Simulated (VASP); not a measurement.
# ErGe2 (relaxed from the fluorite structure, space group Fm-3m): computed properties

These are r2SCAN meta-GGA, VASP's PBE PAW potentials (set 64) (plane waves; VASP) values and carry that method's errors.

```
Quantity                                                               Value
----------------------------------  ----------------------------------------
space group                                                      Fm-3m (225)
cell                                a = b = c = 6.6383 Å, α = β = γ = 90.00°
volume per atom                                                24.38 Å³/atom
band gap (over mesh and band path)  none (metal, semimetal or under 0.01 eV)
density                                                           7.10 g/cm³
```

```xyz
3
Lattice="0.0000 3.3191 3.3191 3.3191 0.0000 3.3191 3.3191 3.3191 0.0000" Properties=species:S:1:pos:R:3 pbc="T T T"
Er     0.0000     0.0000     0.0000
Ge     1.6596     1.6596     1.6596
Ge     4.9787     4.9787     4.9787
```

The 4f electrons are frozen in the core of the lanthanide potential, so 4f levels, which can set the real gap, and their magnetism are missing.

The structure was generated: ErGe2 was put into the fluorite type (Fm-3m), which need not be its known phase. It was relaxed first, which changed the volume by -11 %. Symmetry was kept, so distortions that lower it aren't found. The electron count is odd and the run is not spin-polarised, which forces a metal.
